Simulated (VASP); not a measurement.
Method: TPSS meta-GGA, VASP's PBE PAW potentials (set 64) (plane waves; VASP).

Input for VASP

File KPOINTS:
```
Regular mesh
0
G
  7 7 7
```

File POSCAR:
```
Pt3Ti
1
    3.8984325560     0.0000000000    -0.0000000000
    0.0000000000     3.8984325560     0.0000000000
    0.0000000000     0.0000000000     3.8984325560
Ti Pt
1 3
Direct
  0.0000000000   0.0000000000   0.0000000000
  0.0000000000   0.5000000000   0.5000000000
  0.5000000000   0.0000000000   0.5000000000
  0.5000000000   0.5000000000   0.0000000000
```

INCAR:
```
! general
SYSTEM  = Pt3Ti
PREC    = Accurate
ENCUT   = 520
LREAL   = .False.
LASPH   = .True.

! electronic loop
EDIFF   = 1E-6
NELM    = 100
ALGO    = Normal
LMAXMIX = 6
LMIXTAU = .True.

! smearing
ISMEAR  = 1
SIGMA   = 0.1

! functional
METAGGA = TPSS

! ions
IBRION  = 2
NSW     = 60
ISIF    = 3
EDIFFG  = -0.02

! output
LWAVE   = .False.
LCHARG  = .False.
```

POTCAR, in this order: Ti_sv Pt (PBE.64 set). Program: vasp_std.

Q: What will the output report for the number of irreducible k-points (NKPTS), largest plane-wave count, number of space-group operations, FFT grid (NGX, NGY, NGZ)?

A: 
```yaml
number of irreducible k-points (NKPTS): 20
largest_plane_wave_count: 1608
number_of_space_group_operations: 48
FFT grid (NGX, NGY, NGZ): 30 × 30 × 30
```

The compound is Pt3Ti in the L1_2 structure. This run relaxes it. Symmetry was kept, so distortions that lower it aren't found. The start is the result of an earlier pass.
